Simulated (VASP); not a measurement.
Here is the system:

```yaml
crystal:
  lattice:
    - [3.58182, 0.00000, 0.00000]
    - [0.00000, 3.58182, 0.00000]
    - [0.00000, 0.00000, 3.58182]
  atoms:
    - { symbol: Fe, position: [0.00000, 0.00000, 0.00000], spin: 3.0 }
    - { symbol: Ni, position: [0.00000, 0.50000, 0.50000], spin: 0.7 }
    - { symbol: Ni, position: [0.50000, 0.00000, 0.50000], spin: 0.7 }
    - { symbol: Ni, position: [0.50000, 0.50000, 0.00000], spin: 0.7 }
```

These are RPBE GGA, VASP's PBE PAW potentials (set 64) (plane waves; VASP) values and carry that method's errors. Numerical set-up: 520 eV cut-off, 9×9×9 Γ-centred mesh, first-order Methfessel-Paxton smearing of 0.10 eV, potentials Fe Ni.

**Question.** Give the energy at these volumes per atom, relative to the lowest: 10.79, 11.14, 11.48, 11.83, 12.17 Å³.

**Answer.** 24.9, 6.1, 0.0, 5.2, 19.9 meV/atom. A third-order Birch-Murnaghan fit gives B0 = 172 GPa and B0′ = 3.8.

The compound is Ni3Fe in the L1_2 structure. It was relaxed first.
